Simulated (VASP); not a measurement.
The system is MnS.

```
Mn S
1.0
     3.97600    0.00000    0.00000
    -1.98800    3.44332    0.00000
     0.00000    0.00000    6.43200
Mn S
2 2
Direct
  0.33333 0.66667 0.00000
  0.66667 0.33333 0.50000
  0.33333 0.66667 0.38500
  0.66667 0.33333 0.88500
```

Base run:

```yaml
Program: VASP 6.6.1
Functional: LDA
Potentials_or_basis: VASP PAW LDA potentials, release 64 (Mn_pv, S)
Cutoff: 520 eV
k_mesh: 7 × 7 × 4
Occupations: fermi-dirac, width 0.1 eV
Spin: collinear spin, typed start
Starting_moments: "[4.5, -4.5, 0.0, 0.0] μB"
```

Its results: band gap on the k mesh 0.36 eV, indirect (least direct gap 1.00 eV); pressure -7.7 GPa; net moment 0.00 μB per cell; site moments Mn +4.08, -4.08; S -0.04, +0.04 μB; largest force 0.560 eV/Å.

**Question.** The run is repeated on the same cell with these changes: further incar settings from ALGO = Normal; EDIFF = 1e-06; NBANDS = 31 to ALGO = Normal; EDIFF = 1e-07; NBANDS = 31; moments at the start from [4.5, -4.5, 0.0, 0.0] to [4.5, 4.5, 0.0, 0.0]. What comes out?

**Answer.** Band gap on the k mesh none (metal or under the smearing width); pressure -5.8 GPa; net moment 9.53 μB per cell; site moments Mn +4.17; S +0.09 μB; largest force 0.170 eV/Å.

Caveats: an odd mesh through Γ misses points on the zone boundary, where band edges often lie (some runs); semilocal functionals often make such compounds metallic where correlation or magnetic order opens a gap, which also shifts bond lengths (some runs).
